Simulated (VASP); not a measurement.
Here is the system:

```
Mo
1.0
   -1.54568     1.54568     1.54568
    1.54568    -1.54568     1.54568
    1.54568     1.54568    -1.54568
Mo
1
Direct
  0.00000   0.00000   0.00000
```

Level of theory: r2SCAN meta-GGA, VASP's PBE PAW potentials (set 64) (plane waves; VASP). Settings: 520 eV cut-off, 16×16×16 Γ-centred mesh, first-order Methfessel-Paxton smearing of 0.10 eV, potentials Mo_sv.

Estimate the energy per atom (σ→0), pressure, band gap (on the k-mesh) with the smallest direct gap where there is one.

| Item | Value |
|---|---|
| band gap (on the k-mesh) | none (metal, semimetal or under 0.01 eV) |
| energy per atom (σ→0) | -26.033 eV/atom |
| pressure | 18.70 GPa |

The absolute energy has meaning only against runs of the same code, potentials and settings.

The compound is Mo in the bcc structure. This cell is one point of a volume scan, at 0.94 of the reference volume.
